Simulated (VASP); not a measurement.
A convergence study with VASP on PbTe (rock salt): one setting is varied, all else stays as given below, so the limit is that of these other settings.

```xyz
2
Lattice="0.0000 3.2300 3.2300 3.2300 0.0000 3.2300 3.2300 3.2300 0.0000" Properties=species:S:1:pos:R:3 pbc="T T T"
Te     3.2300     3.2300     3.2300
Pb     0.0000     0.0000     0.0000
```

Computed with PBEsol GGA, VASP's PBE PAW potentials (set 64) (plane waves; VASP). The tightest run used: 550 eV cut-off, 16×16×16 Γ-centred mesh, Gaussian smearing of 0.010 eV, potentials Te Pb_d.

**Question.** The settings run are 4×4×4 mesh; 6×6×6 mesh; 8×8×8 mesh; 10×10×10 mesh; 12×12×12 mesh; 14×14×14 mesh; 16×16×16 mesh. From which on does the mean ε∞ stay within 0.05  of the tightest run?

**Answer.** From 12×12×12 mesh on: it is off by 0.01 there and by no more than 0.05 in any finer run, while 10×10×10 mesh is off by 0.24.
```tsv
setting	mean ε∞	irreducible k-points	difference judged ()
4×4×4 mesh	44.34	8	14.36
6×6×6 mesh	31.84	16	1.85
8×8×8 mesh	31.03	29	1.05
10×10×10 mesh	30.23	47	0.24
12×12×12 mesh	29.99	72	0.01
14×14×14 mesh	29.98	104	0.01
16×16×16 mesh	29.98	145	0.00
```

Left out are rungs that failed or repeat a setting and relaxations that didn't move; long series are thinned to 24 rows.

The compound is PbTe in the rock salt structure. The cell was not relaxed at this level.
